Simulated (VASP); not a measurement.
Output of a VASP run:

OSZICAR:
```
       N       E                     dE             d eps       ncg     rms          rms(c)
DAV:   1     0.900921307800E+02    0.90092E+02   -0.10199E+04  1128   0.156E+03
DAV:   2    -0.114347339671E+02   -0.10153E+03   -0.92379E+02  1516   0.290E+02
DAV:   3    -0.152070663767E+02   -0.37723E+01   -0.37394E+01  1492   0.539E+01
DAV:   4    -0.153035828395E+02   -0.96516E-01   -0.96465E-01  1472   0.777E+00
DAV:   5    -0.153049954692E+02   -0.14126E-02   -0.14126E-02  1472   0.805E-01    0.293E+01
DAV:   6    -0.130926995501E+02    0.22123E+01   -0.98257E+00  1252   0.275E+01    0.318E+01
DAV:   7    -0.129867382636E+02    0.10596E+00   -0.44160E-01  1360   0.680E+00    0.186E+01
DAV:   8    -0.129432239005E+02    0.43514E-01   -0.12688E-01  1336   0.375E+00    0.147E+00
DAV:   9    -0.129422300824E+02    0.99382E-03   -0.93603E-03  1632   0.859E-01    0.257E-01
DAV:  10    -0.129422931973E+02   -0.63115E-04   -0.56798E-04  1300   0.262E-01    0.159E-01
DAV:  11    -0.129422773235E+02    0.15874E-04   -0.12805E-04  1312   0.109E-01    0.393E-02
DAV:  12    -0.129422758919E+02    0.14316E-05   -0.14892E-05  1316   0.407E-02    0.158E-02
DAV:  13    -0.129422758546E+02    0.37367E-07   -0.11860E-06   808   0.117E-02
   1 F= -.78656981E+01 E0= -.78656981E+01  d E =-.786570E+01
```

OUTCAR:
```
------------------------ aborting loop because EDIFF is reached ----------------------------------------
  FORCE on cell =-STRESS in cart. coord.  units (eV):
  Direction    XX          YY          ZZ          XY          YZ          ZX
  --------------------------------------------------------------------------------------
  Total        5.0769723      5.0769723      5.0769723      0.0000000      0.0000000     -0.0000000
  in kB      300.0233120    300.0233120    300.0233120      0.0000000      0.0000000     -0.0000000
  external PRESSURE =       0.0233120 kB  Pullay stress =     300.0000000 kB
  volume of cell :       27.11
      direct lattice vectors                 reciprocal lattice vectors
     0.000000000  2.384387259  2.384387259    -0.209697480  0.209697480  0.209697480
     2.384387259  0.000000000  2.384387259     0.209697480 -0.209697480  0.209697480
     2.384387259  2.384387259  0.000000000     0.209697480  0.209697480 -0.209697480
  FREE ENERGIE OF THE ION-ELECTRON SYSTEM (eV)
  ---------------------------------------------------
  free  energy   TOTEN  =       -12.9422758546 eV

  energy  without entropy=      -12.9422758546  energy(sigma->0) =      -12.94227585
  enthalpy is  TOTEN    =        -7.8656980653 eV   P V=        5.0765777893

 reached required accuracy - stopping structural energy minimisation
```
(Selected blocks of OUTCAR.)

POSCAR:
```
SrO
1
    0.0000000000     2.3843872587     2.3843872587
    2.3843872587    -0.0000000000     2.3843872587
    2.3843872587     2.3843872587     0.0000000000
Sr O
1 1
Direct
  1.0000000000   1.0000000000   1.0000000000
  0.5000000000   0.5000000000   0.5000000000
```

### Question
Write an INCAR and KPOINTS that could have produced this output.

### Answer
This is not unique; one that fits is the input of the run itself, LDA (Ceperley-Alder, Perdew-Zunger), plane waves, VASP's LDA PAW potentials (set 64).

INCAR:
```
ALGO=Normal
EDIFF=1E-6
EDIFFG=-0.02
ENCUT=620
IBRION=2
ISIF=3
ISMEAR=0
LASPH=T
LCHARG=F
LMAXMIX=4
LREAL=F
LWAVE=F
NELM=100
NSW=40
PREC=Accurate
PSTRESS=300
SIGMA=0.05
SYSTEM=SrO
```

KPOINTS:
```
Automatic
0
Gamma
 10 10 10
0 0 0
```

POTCAR, in this order: Sr_sv O (LDA.64 set). Program: vasp_std.

The compound is SrO in the rock salt structure. It was relaxed first under an external pressure of 30 GPa.
